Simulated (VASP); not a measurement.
Input:

```
CELL_PARAMETERS angstrom
      2.80998     0.00000     0.00000
      0.00000     2.80998     0.00000
      0.00000     0.00000     2.80998
ATOMIC_POSITIONS crystal
  Al 0.50000 0.50000 0.50000
  Fe 0.00000 0.00000 0.00000
```

The numbers are results of PW91 GGA, VASP's PBE PAW potentials (set 64) (plane waves; VASP), not measurements. Settings: 520 eV cut-off, 13×13×13 Γ-centred mesh, first-order Methfessel-Paxton smearing of 0.10 eV, potentials Al Fe.

Q: Estimate the energy per atom (σ→0), pressure, band gap (on the k-mesh) with the smallest direct gap where there is one.

A: 
```
Item                                                         Value
------------------------  ----------------------------------------
band gap (on the k-mesh)  none (metal, semimetal or under 0.01 eV)
energy per atom (σ→0)                               -6.247 eV/atom
pressure                                                 12.84 GPa
```

The absolute energy has meaning only against runs of the same code, potentials and settings.

The compound is FeAl in the CsCl type structure. This cell is one point of a volume scan, at 0.94 of the reference volume. The run is not spin-polarised, so no magnetic state was tried. The electron count is odd and the run is not spin-polarised, which forces a metal.
